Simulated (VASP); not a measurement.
Given:

```yaml
crystal:
  lattice:
    - [5.03959, 0.00000, 0.00000]
    - [-2.51980, 4.36442, 0.00000]
    - [0.00000, 0.00000, 5.92957]
  atoms:
    - { symbol: S, position: [0.00000, 0.00000, 0.00000] }
    - { symbol: Rb, position: [0.33333, 0.66667, 0.22818] }
    - { symbol: Rb, position: [0.66667, 0.33333, 0.77182] }
```

Computed with PBEsol GGA, VASP's PBE PAW potentials (set 64) (plane waves; VASP 6.6.1). Settings: 480 eV cut-off, 6×6×4 Γ-centred mesh, Gaussian smearing of 0.050 eV, potentials S Rb_sv.

Each row applies one change to this cell, which was relaxed at other settings and keeps the small stress of the first row; at a fixed cut-off the stress holds a Pulay part, so it need not integrate to ΔE exactly. Stress is in GPa, positive when the cell is compressed; gaps are those on the k-mesh, and 0.00 means metallic.

| change | ΔE (meV/atom) | σxx | σyy | σzz | largest shear component, with its sign (GPa) | largest force (eV/Å) | gap (eV) |
|---|---|---|---|---|---|---|---|
| none | 0.0 | -0.05 | -0.05 | -0.07 | 0.00 | 0.017 | 1.33 |
| shear strain γ_yz = -2.0 % | 0.4 | -0.15 | 0.06 | -0.07 | 0.15 | 0.050 | 1.33 |
| shear strain γ_xy = -1.0 % with the ions relaxed | 0.1 | 0.00 | 0.00 | -0.02 | 0.09 | 0.001 | 1.34 |
| biaxial strain of -4.0 % in the xz plane | (withheld) | (withheld) | (withheld) | (withheld) | (withheld) | (withheld) | (withheld) |
| uniaxial strain of +1.0 % along y | 0.5 | -0.18 | -0.36 | -0.15 | -0.05 | 0.042 | 1.32 |
| isotropic strain of -0.5 % with the ions relaxed | 0.2 | 0.15 | 0.15 | -0.01 | 0.00 | 0.000 | 1.36 |
| uniaxial strain of -4.0 % along z with the ions relaxed | 0.3 | 0.02 | 0.02 | 0.05 | 0.00 | 0.002 | 1.39 |
| uniaxial strain of -1.0 % along y | 0.3 | 0.08 | 0.28 | 0.01 | 0.06 | 0.014 | 1.35 |
| atom 1 (S) moved by 0.150 Å along y | (withheld) | (withheld) | (withheld) | (withheld) | (withheld) | (withheld) | (withheld) |

Problem. What belongs in the gaps?

Solution. 
- biaxial strain of -4.0 % in the xz plane, ΔE (meV/atom): 13.2
- biaxial strain of -4.0 % in the xz plane, σxx: 1.92
- biaxial strain of -4.0 % in the xz plane, σyy: 1.00
- biaxial strain of -4.0 % in the xz plane, σzz: 0.80
- biaxial strain of -4.0 % in the xz plane, largest shear component, with its sign (GPa): -0.33
- biaxial strain of -4.0 % in the xz plane, largest force (eV/Å): 0.226
- biaxial strain of -4.0 % in the xz plane, gap (eV): 1.46
- atom 1 (S) moved by 0.150 Å along y, ΔE (meV/atom): 9.9
- atom 1 (S) moved by 0.150 Å along y, σxx: 0.04
- atom 1 (S) moved by 0.150 Å along y, σyy: 0.14
- atom 1 (S) moved by 0.150 Å along y, σzz: 0.02
- atom 1 (S) moved by 0.150 Å along y, largest shear component, with its sign (GPa): 0.12
- atom 1 (S) moved by 0.150 Å along y, largest force (eV/Å): 0.399
- atom 1 (S) moved by 0.150 Å along y, gap (eV): 1.33

Failed runs are left out, and for metals the shear rows, which the mesh's noise covers.

The structure was generated: Rb2S was put into the CdI2 type (P-3m1), which need not be its known phase.
